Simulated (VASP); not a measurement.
Input:

```yaml
crystal:
  lattice:
    - [3.29498, 0.00000, 0.00000]
    - [0.00000, 3.29498, 0.00000]
    - [0.00000, 0.00000, 3.29498]
  atoms:
    - { symbol: Tb, position: [0.00000, 0.00000, 0.00000] }
```

All values below come from PBE GGA, VASP's PBE PAW potentials (set 64) (plane waves; VASP 6.6.1). Numerical set-up: 250 eV cut-off, 10×10×10 Γ-centred mesh, first-order Methfessel-Paxton smearing of 0.10 eV, potentials Tb_3.

The 4f electrons are frozen in the core of the lanthanide potential, so 4f levels, which can set the real gap, and their magnetism are missing.

Q: Predict the energy per atom (σ→0), band gap (on the k-mesh) with the smallest direct gap where there is one.

A: 
The band gap (on the k-mesh) is none (metal, semimetal or under 0.01 eV) and the energy per atom (σ→0) is -3.791 eV/atom.

The structure was generated: Tb was put into the simple-cubic type (Pm-3m), which need not be its known phase. The cell was not relaxed at this level. The run is one of a series of settings (ENCUT = 250 against the base run), some of them coarse on purpose.
